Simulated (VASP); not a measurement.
## Lattice of BeSnBi2 across functionals and dispersion corrections

How much does the cell of BeSnBi2 depend on the functional? The levels: PBE, LDA, PBEsol, r2SCAN, PBE + D3(BJ), r2SCAN + D3(BJ) and SCAN + D3. The cell is invented: it takes the structure of a Materials Project entry for SnSb (space group 12 there), with some of its atoms replaced by other elements, volume scaled by an estimate. It may not be a known or stable phase.

Calculated with VASP 6.6.1; PBE; plane waves and PAW (Bi_d, Sn_d, Be), in the first sound run; inputs show where later runs differ.

**1. Set-up**

Before any relaxation, the start is as follows. The structure is monoclinic, space group P2/m (No. 10). Conventional cell: a = 3.159 Å, b = 4.930 Å, c = 5.712 Å, α = 90.00°, β = 90.37°, γ = 90.00°. Nearest to Bi lie 2 Sn at 2.86 Å and 6 Bi at 2.93 to 3.16 Å. Nearest to Bi lie 2 Be at 2.86 Å and 6 Bi at 2.93 to 3.16 Å. Nearest to Sn lie 2 Bi at 2.86 Å and 4 Be at 2.93 Å and 2 Sn at 3.16 Å. Be has 2 Bi at 2.86 Å and 4 Sn at 2.93 Å nearest. It derives from SnSb. it takes the structure of a Materials Project entry for SnSb (space group 12 there), with some of its atoms replaced by other elements, volume scaled by an estimate. Farther neighbours are not listed.

As a file:

```xyz
4
Lattice="3.1589 0.0000 0.0000 0.0000 4.9305 0.0000 -0.0365 0.0000 5.7122" Properties=species:S:1:pos:R:3 pbc="T T T"
Bi    1.5612    2.4652    2.8561
Bi   -0.0183    0.0000    2.8561
Sn    1.5795    2.4652    0.0000
Be    0.0000    0.0000    0.0000
```

**2. Relaxation with PBE**

Properties are meant for the cell that this level of theory prefers, so cell and atoms are relaxed first (ISIF = 3) until forces and stress are small; EDIFFG sets the threshold. PBE, the usual starting point, adds the gradient of the density.

Input file INCAR:

```
SYSTEM = BeSnBi2
PREC = Accurate
ENCUT = 520
EDIFF = 1E-06
NELM = 100
ISMEAR = -1
SIGMA = 0.05
LREAL = .FALSE.
ALGO = Normal
GGA = PE
LORBIT = 11
LWAVE = .FALSE.
LCHARG = .FALSE.
KPAR = 2
IBRION = 2
NSW = 60
ISIF = 3
EDIFFG = -0.01
```

Input file POSCAR:

```
BeSnBi2
1.0
    3.1589480000      0.0000000000      0.0000000000
    0.0000000000      4.9304670000      0.0000000000
   -0.0365280000      0.0000000000      5.7122290000
Bi Sn Be
2 1 1
Direct
    0.5000000000      0.5000000000      0.5000000000
    0.0000000000      0.0000000000      0.5000000000
    0.5000000000      0.5000000000      0.0000000000
    0.0000000000      0.0000000000      0.0000000000
```

Input file KPOINTS:

```
Automatic mesh
0
Gamma
7 5 4
0 0 0
```

The projector-augmented-wave data sets are Bi_d, Sn_d and Be (PBE family, release 64).

Started as:

```sh
mpirun -np 2 vasp_std
```

Log:

```text
[banner, memory and clock lines left out]
running    2 mpi-ranks, on    1 nodes
 distrk:  each k-point on    1 cores,    2 groups
 distr:  one band on    1 cores,    1 groups

 POSCAR found type information on POSCAR BiSnBe
 POSCAR found :  3 types and       4 ions
 LDA part: xc-table for (Slater+PW92), standard interpolation
 POSCAR, INCAR and KPOINTS ok, starting setup
 FFT: planning ... GRIDC
 FFT: planning ... GRID_SOFT
 FFT: planning ... GRID
 WAVECAR not read
 entering main loop
       N       E                     dE             d eps       ncg     rms          rms(c)
DAV:   1     0.483451548272E+03    0.48345E+03   -0.24841E+04  2430   0.238E+03
DAV:   2     0.412928470962E+02   -0.44216E+03   -0.43613E+03  2430   0.559E+02
DAV:   3    -0.978973207855E+01   -0.51083E+02   -0.49764E+02  2897   0.202E+02
DAV:   4    -0.119515617833E+02   -0.21618E+01   -0.21246E+01  2836   0.428E+01
DAV:   5    -0.120321464004E+02   -0.80585E-01   -0.80477E-01  3286   0.787E+00    0.250E+00
DAV:   6    -0.119432525369E+02    0.88894E-01   -0.18875E-01  2912   0.379E+00    0.141E+00
DAV:   7    -0.119316987056E+02    0.11554E-01   -0.50444E-02  3342   0.209E+00    0.597E-01
DAV:   8    -0.119293653346E+02    0.23334E-02   -0.43698E-03  3268   0.590E-01    0.101E-01
DAV:   9    -0.119294021421E+02   -0.36807E-04   -0.50631E-04  3078   0.257E-01    0.373E-02
DAV:  10    -0.119294070125E+02   -0.48705E-05   -0.10125E-04  2911   0.115E-01    0.783E-03
DAV:  11    -0.119294056159E+02    0.13967E-05   -0.13174E-05  2997   0.425E-02    0.301E-03
DAV:  12    -0.119294041532E+02    0.14627E-05   -0.59416E-07  1558   0.798E-03    0.750E-04
DAV:  13    -0.119294038171E+02    0.33615E-06   -0.19449E-07  1437   0.495E-03
   1 F= -.11929404E+02 E0= -.11919131E+02  d E =-.119294E+02
 curvature:   0.00 expect dE= 0.000E+00 dE for cont linesearch  0.000E+00
 trial: gam= 0.00000 g(F)=  0.154E-58 g(S)=  0.405E+01 ort = 0.000E+00 (trialstep = 0.100E+01)
 search vector abs. value=  0.405E+01
 bond charge predicted
       N       E                     dE             d eps       ncg     rms          rms(c)
DAV:   1    -0.667865589771E+02   -0.54857E+02   -0.21926E+03  3366   0.918E+02    0.408E+01
DAV:   2    -0.224371925353E+02    0.44349E+02   -0.15839E+02  3050   0.142E+02    0.153E+01
DAV:   3    -0.130925859199E+02    0.93446E+01   -0.38221E+01  3255   0.675E+01    0.210E+00
DAV:   4    -0.128683352342E+02    0.22425E+00   -0.10334E+00  2990   0.803E+00    0.135E+00
DAV:   5    -0.127850805707E+02    0.83255E-01   -0.11713E-01  3480   0.211E+00    0.549E-01
DAV:   6    -0.127787735273E+02    0.63070E-02   -0.12281E-02  3139   0.916E-01    0.131E-01
DAV:   7    -0.127785690122E+02    0.20452E-03   -0.13643E-03  2844   0.293E-01    0.505E-02
DAV:   8    -0.127784981241E+02    0.70888E-04   -0.34191E-04  2699   0.161E-01    0.141E-02
DAV:   9    -0.127785014870E+02   -0.33629E-05   -0.33863E-05  3125   0.595E-02    0.523E-03
DAV:  10    -0.127785027215E+02   -0.12344E-05   -0.35988E-06  2343   0.167E-02    0.198E-03
DAV:  11    -0.127785019800E+02    0.74145E-06   -0.49308E-07  1413   0.826E-03
   2 F= -.12778502E+02 E0= -.12765409E+02  d E =-.849098E+00
[... from here on, the cycles between the ionic steps are left out ...]
   3 F= -.13028269E+02 E0= -.13019202E+02  d E =-.109887E+01
   4 F= -.13028067E+02 E0= -.13018929E+02  d E =-.109866E+01
   5 F= -.13033330E+02 E0= -.13024823E+02  d E =-.526289E-02
   6 F= -.13033820E+02 E0= -.13025444E+02  d E =-.575292E-02
   7 F= -.13034545E+02 E0= -.13026170E+02  d E =-.725007E-03
   8 F= -.13034603E+02 E0= -.13026266E+02  d E =-.782810E-03
   9 F= -.13034689E+02 E0= -.13026329E+02  d E =-.868580E-03
  10 F= -.13035217E+02 E0= -.13026795E+02  d E =-.527934E-03
  11 F= -.13036598E+02 E0= -.13028402E+02  d E =-.190920E-02
  12 F= -.13037929E+02 E0= -.13029391E+02  d E =-.323984E-02
  13 F= -.13037642E+02 E0= -.13031380E+02  d E =-.295309E-02
  14 F= -.13038835E+02 E0= -.13030832E+02  d E =-.414634E-02
  15 F= -.13039549E+02 E0= -.13032155E+02  d E =-.486006E-02
  16 F= -.13040387E+02 E0= -.13033245E+02  d E =-.838157E-03
  17 F= -.13040436E+02 E0= -.13033409E+02  d E =-.887272E-03
  18 F= -.13040991E+02 E0= -.13033816E+02  d E =-.554915E-03
  19 F= -.13041443E+02 E0= -.13033965E+02  d E =-.100667E-02
  20 F= -.13041607E+02 E0= -.13034120E+02  d E =-.164760E-03
  21 F= -.13041606E+02 E0= -.13034114E+02  d E =-.163687E-03
 curvature:  -0.80 expect dE=-0.319E-04 dE for cont linesearch -0.768E-05
 ZBRENT: interpolating
 opt :   1.4608  next Energy=   -13.041614 (dE=-0.172E-03)
 bond charge predicted
       N       E                     dE             d eps       ncg     rms          rms(c)
DAV:   1    -0.130417910406E+02   -0.18465E-03   -0.58205E-03  2924   0.866E-01    0.699E-02
DAV:   2    -0.130416567691E+02    0.13427E-03   -0.32877E-04  2973   0.274E-01    0.359E-02
DAV:   3    -0.130416152219E+02    0.41547E-04   -0.13029E-04  3296   0.166E-01    0.773E-03
DAV:   4    -0.130416170077E+02   -0.17859E-05   -0.17659E-05  2645   0.415E-02    0.303E-03
DAV:   5    -0.130416175819E+02   -0.57413E-06   -0.77964E-07  1305   0.130E-02
  22 F= -.13041618E+02 E0= -.13034127E+02  d E =-.174851E-03
 curvature:  -0.83 expect dE=-0.237E-04 dE for cont linesearch -0.328E-06
 trial: gam= 0.15095 g(F)=  0.568E-59 g(S)=  0.284E-04 ort =-0.112E-04 (trialstep = 0.113E+01)
 search vector abs. value=  0.323E-04
 reached required accuracy - stopping structural energy minimisation
```

Run time: 13 min. Hardware: 2 MPI ranks of AMD EPYC 7R43, shared host; peak memory 0.47 GiB; 24 min of CPU time.

The logs omit lines about the potential files and the build; timing stands in the text.

OUTCAR, selected parts (step 2):

```text
ion  position               nearest neighbor table
   1  0.500  0.500  0.500-   3 2.86   3 2.86   2 2.93   2 2.93   2 2.93   2 2.93
   2  0.000  0.000  0.500-   4 2.86   4 2.86   1 2.93   1 2.93   1 2.93   1 2.93
   3  0.500  0.500  0.000-   1 2.86   1 2.86   4 2.93   4 2.93   4 2.93   4 2.93
   4  0.000  0.000  0.000-   2 2.86   2 2.86   3 2.93   3 2.93   3 2.93   3 2.93

  LATTYP: Found a simple monoclinic cell.
 ALAT       =     3.1589480000
 B/A-ratio  =     1.5607939732
 C/A-ratio  =     1.8083063702
 COS(beta)  =    -0.0063945709

 Subroutine GETGRP returns: Found  4 space group operations
 (whereof  4 operations were pure point group operations)

The static configuration has the point symmetry C_2h.

 Found     45 irreducible k-points:

   k-points           NKPTS =     45   k-points in BZ     NKDIM =     45   number of bands    NBANDS=     27

   dimension x,y,z NGX =    24 NGY =   40 NGZ =   42
   dimension x,y,z NGXF=    48 NGYF=   80 NGZF=   84

   ENCUT  =  520.0 eV  38.22 Ry    6.18 a.u.   5.87  9.17 10.62*2*pi/ulx,y,z

   NELECT =      46.0000    total number of electrons

 k-points in reciprocal lattice and weights: Automatic mesh
   0.00000000  0.00000000  0.00000000       0.007
   0.14285714  0.00000000 -0.00000000       0.014
   0.28571429  0.00000000 -0.00000000       0.014
   0.42857143  0.00000000 -0.00000000       0.014
   0.00000000  0.20000000  0.00000000       0.014
   0.14285714  0.20000000 -0.00000000       0.029
   0.28571429  0.20000000 -0.00000000       0.029
   0.42857143  0.20000000 -0.00000000       0.029
   0.00000000  0.40000000  0.00000000       0.014
[...]
0.28571429  0.40000000  0.50000000       0.029
   0.42857143  0.40000000  0.50000000       0.029

 average (electrostatic) potential at core
       1-104.6392       2-104.5031       3-100.4687       4 -34.7854

 E-fermi :   6.6736

 k-point     1 :       0.0000    0.0000    0.0000
  band No.  band energies     occupation
    ...
     19       1.3716      2.00000
     20       1.6137      2.00000
     21       4.9954      2.00000
     22       5.1435      2.00000
     23       5.2110      2.00000
     24       8.8969      0.00000
     25      10.0457      0.00000
     26      11.4848      0.00000
     27      12.0313      0.00000

 k-point     2 :       0.1429    0.0000   -0.0000
  band No.  band energies     occupation
    ...
     20       1.9028      2.00000
     21       5.1885      2.00000
     22       5.4000      2.00000
     23       5.4580      2.00000
     24       6.6612      1.12287
     25       9.9291      0.00000
     26      10.2906      0.00000
     27      10.3348      0.00000

 k-point     3 :       0.2857    0.0000   -0.0000
  band No.  band energies     occupation
    ...
     20       2.7813      2.00000
     21       3.8662      2.00000
     22       5.5604      2.00000
     23       5.8117      2.00000
     24       6.3817      1.99419
     25       6.8366      0.07394
     26       7.4126      0.00000
     27       9.1436      0.00000

  Total       -0.0338518     -0.0332622      0.0049234      0.0000000      0.0000000     -0.0063030
  in kB       -0.4906804     -0.4821349      0.0713644      0.0000000      0.0000000     -0.0913623
  external PRESSURE =      -0.3004836 kB  Pullay stress =       0.0000000 kB

  energy-cutoff  :      520.00
  volume of cell :      110.53
      direct lattice vectors                 reciprocal lattice vectors
     3.256423433  0.000000000  0.012537629     0.307081562  0.000000000  0.000989503
     0.000000000  5.583255190  0.000000000     0.000000000  0.179106984  0.000000000
    -0.019589481  0.000000000  6.079380817    -0.000633300  0.000000000  0.164488395

 POSITION                                       TOTAL-FORCE (eV/Angst)
 -----------------------------------------------------------------------------------
      1.61842      2.79163      3.04596         0.000000      0.000000      0.000000
     -0.00979      0.00000      3.03969        -0.000000      0.000000      0.000000
      1.62821      2.79163      0.00627        -0.000000      0.000000      0.000000
      0.00000      0.00000      0.00000        -0.000000      0.000000      0.000000
 -----------------------------------------------------------------------------------
    total drift:                                0.000000     -0.000000     -0.000000

  FREE ENERGIE OF THE ION-ELECTRON SYSTEM (eV)
  ---------------------------------------------------
  free  energy   TOTEN  =       -13.0416175819 eV

  energy  without entropy=      -13.0266364404  energy(sigma->0) =      -13.03412701

 reached required accuracy - stopping structural energy minimisation

 total charge
# of ion       s       p       d       tot
------------------------------------------
    1        1.534   1.394   9.931  12.859
    2        1.534   1.349   9.922  12.805
    3        1.245   0.926   9.966  12.138
    4        0.377   0.273   0.000   0.649
--------------------------------------------------
tot          4.690   3.942  29.820  38.451

[... 3 further parts left out ...]
```

CONTCAR:

```
BeSnBi2
   1.00000000000000
     3.2564234326710104    0.0000000000000000    0.0125376293926346
     0.0000000000000000    5.5832551901792247    0.0000000000000000
    -0.0195894809468751    0.0000000000000000    6.0793808165594454
  Bi              Sn              Be
     2     1     1
Direct
     0.5000000000000000    0.5000000000000000    0.5000000000000000
     0.0000000000000000    0.0000000000000000    0.5000000000000000
     0.5000000000000000    0.5000000000000000    0.0000000000000000
     0.0000000000000000    0.0000000000000000    0.0000000000000000
```

The k-mesh is coarse for a metal. After so large a change of volume the plane waves of the start cell no longer fit, so the final stress carries a basis-set error. The run keeps the 4 symmetry operations of its start, so it cannot find a distortion of lower symmetry.

The steps of the relaxation:

```csv
step,energy less that of the first step (eV),largest force (eV/Å),pressure (GPa),volume (Å³)
1,0.0000,0.0000,18.26,88.97
2,-0.8491,0.0000,-4.68,125.56
3,-1.0989,0.0000,-0.11,110.66
4,-1.0987,0.0000,-0.34,111.12
5,-1.1039,0.0000,-0.22,110.74
6,-1.1044,0.0000,-0.15,110.58
7,-1.1051,0.0000,0.03,110.14
8,-1.1052,0.0000,0.27,109.61
9,-1.1053,0.0000,0.20,109.82
10,-1.1058,0.0000,0.18,109.86
11,-1.1072,0.0000,0.13,109.97
12,-1.1085,0.0000,0.09,110.17
13,-1.1082,0.0000,0.06,110.47
14,-1.1094,0.0000,0.07,110.25
15,-1.1101,0.0000,0.06,110.37
16,-1.1110,0.0000,-0.01,110.56
17,-1.1110,0.0000,-0.05,110.61
18,-1.1116,0.0000,-0.01,110.50
19,-1.1120,0.0000,0.08,110.27
20,-1.1122,0.0000,0.02,110.46
21,-1.1122,0.0000,-0.04,110.59
22,-1.1122,0.0000,-0.03,110.53
```

```csv
cell as run,before,after,change
a (Å),3.159,3.256,+3.1 %
b (Å),4.930,5.583,+13.2 %
c (Å),5.712,6.079,+6.4 %
β (°),90.37,89.96,-0.4 %
volume (Å³/atom),22.24,27.63,+24.2 %
```

Final coordinates:

```cif
data_structure
_symmetry_space_group_name_H-M 'P 1'
_symmetry_Int_Tables_number 1
_cell_length_a 3.2564
_cell_length_b 5.5833
_cell_length_c 6.0794
_cell_angle_alpha 90.000
_cell_angle_beta 89.964
_cell_angle_gamma 90.000
_cell_volume 110.53
loop_
_atom_site_label
_atom_site_type_symbol
_atom_site_fract_x
_atom_site_fract_y
_atom_site_fract_z
_atom_site_occupancy
Bi1 Bi 0.50000 0.50000 0.50000 1
Bi2 Bi 0.00000 0.00000 0.50000 1
Sn3 Sn 0.50000 0.50000 0.00000 1
Be4 Be 0.00000 0.00000 0.00000 1
```

This step gave:

| Quantity | Value |
| --- | --- |
| electrons | 46 |
| bands | 27 |
| irreducible k-points | 45 |
| symmetry operations | 4 |
| free energy (TOTEN) | -13.04 eV |
| energy at zero smearing | -13.03 eV |
| Fermi energy | 6.674 eV |
| pressure | -0.03005 GPa |
| metallic | yes |
| SCF cycles over all ionic steps | 158 |

It ends with forces that vanish by symmetry and a pressure of -0.03 GPa.

(Part 1 of 3 ends here.)

[Lines on the potential files, build, host, timing and source positions are cut from VASP's logs without a mark.]

[Logs are printed without paths, hosts, clocks, repeated set-up lines and the standing remarks that a program may print on its own settings, such as how far it seeks lower states.]

[Hosts, paths, dates, database ids (printed as entryN), source tags and the programs' standing remarks are cut or masked in the printed files.]

[A measured line is paired with the nearest computed mode of its activity, which favours agreement.]
